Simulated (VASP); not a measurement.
The system is Ti2BN.

```
CELL_PARAMETERS angstrom
2.29671 -2.31720 0.00000
2.29671 2.31720 0.00000
0.00000 0.00000 4.19243
ATOMIC_POSITIONS crystal
Ti 0.00000 0.50000 0.00000
Ti 0.50000 0.00000 0.00000
B 0.00000 0.00000 0.00000
N 0.00000 0.00000 0.50000
```

The cell was built by a generator and needn't be a form met in nature.

| Property | Result |
| --- | --- |
| Program | VASP 6.6.1 |
| Task | relaxation of cell and atoms |
| Functional | PBE |
| Potentials or basis | VASP PAW PBE potentials, release 64 (Ti_sv, B, N) |
| Cutoff | 520 eV |
| k mesh | 5 × 5 × 4 |
| Occupations | gaussian, width 0.15 eV |
| Spin | no spin polarisation |

At the start: pressure 91.6 GPa; volume 11.16 Å³/atom.

Task: Where does the relaxation end?

Result: Over 18 steps the energy falls by 3165.0 meV/atom and the volume is 12.89 Å³/atom (+15.6 %); space group Cmmm (No. 65, to 0.05 Å).

The path:
| step | energy change (eV) | largest force (eV/Å) | pressure (GPa) | volume (Å³) |
| --- | --- | --- | --- | --- |
| 1 | 0.0000 | 0.0000 | 91.60 | 44.62 |
| 2 | 32.5010 | 0.0000 | -38.95 | 89.40 |
| 3 | -9.8764 | 0.0000 | -21.95 | 77.97 |
| 4 | -10.6483 | 0.0000 | -17.03 | 72.01 |
| 5 | -10.7890 | 0.0000 | -8.69 | 66.53 |
| 6 | -10.8115 | 0.0000 | -10.47 | 67.57 |
| 7 | -11.8827 | 0.0000 | -7.86 | 59.46 |
| 8 | 1.1712 | 0.0000 | 180.26 | 35.72 |
| 9 | 33.6398 | 0.0000 | 46.63 | 57.77 |
| 10 | -11.6201 | 0.0000 | -6.72 | 59.17 |
| 11 | -12.0093 | 0.0000 | -7.53 | 58.47 |
| 12 | -12.0542 | 0.0000 | -7.61 | 58.12 |
| 13 | -12.4728 | 0.0000 | -3.48 | 54.02 |
| 14 | -12.6324 | 0.0000 | 1.85 | 50.81 |
| 15 | -12.6334 | 0.0000 | 3.27 | 50.34 |
| 16 | -12.6417 | 0.0000 | 3.07 | 50.52 |
| 17 | -12.6553 | 0.0000 | -1.09 | 52.13 |
| 18 | -12.6599 | 0.0000 | -0.45 | 51.57 |

Final structure:
```xyz
4
Lattice="2.9621 -2.9814 0.0000 2.9621 2.9814 0.0000 0.0000 0.0000 2.9195" Properties=species:S:1:pos:R:3 pbc="T T T"
Ti    1.4810    1.4907    0.0000
Ti    1.4810   -1.4907    0.0000
B     0.0000    0.0000    0.0000
N     0.0000    0.0000    1.4598
```

Caveat: the k mesh is coarse (spacing up to 0.39 Å⁻¹), so the values aren't converged; the volume moved by over 15 % at a fixed basis, so the end points are rough.
